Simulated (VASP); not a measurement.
Method: PBE GGA, VASP's PBE PAW potentials (set 64) (plane waves; VASP).

Input for VASP

### POSCAR
```
KBr
1
    0.0000000000     3.3000000000     3.3000000000
    3.3000000000     0.0000000000     3.3000000000
    3.3000000000     3.3000000000     0.0000000000
K Br
1 1
Direct
  0.0000000000   0.0000000000   0.0000000000
  0.5000000000   0.5000000000   0.5000000000
```

### INCAR
```
SYSTEM = KBr
PREC = Accurate; ENCUT = 400; LREAL = .False.
LASPH = .True.; KSPACING = 0.25; KGAMMA = .True.
EDIFF = 1E-6; NELM = 100; ALGO = Normal
LMAXMIX = 4
ISMEAR = 0; SIGMA = 0.05
GGA = PE
ISIF = 2
LWAVE = .False.; LCHARG = .False.
```

POTCAR, in this order: K_sv Br (PBE.64 set). Program: vasp_std.

What will the output report for the number of irreducible k-points (NKPTS), number of bands (NBANDS), largest plane-wave count, number of space-group operations, FFT grid (NGX, NGY, NGZ)?

number of irreducible k-points (NKPTS): 20
number of bands (NBANDS): 12
largest plane-wave count: 1326
number of space-group operations: 48
FFT grid (NGX, NGY, NGZ): 30 × 30 × 30

The compound is KBr in the rock salt structure. The cell was not relaxed at this level. The run is one of a series of settings (KGAMMA = .TRUE., KSPACING = 0.25, KPOINTS file removed against the base run), some of them coarse on purpose.
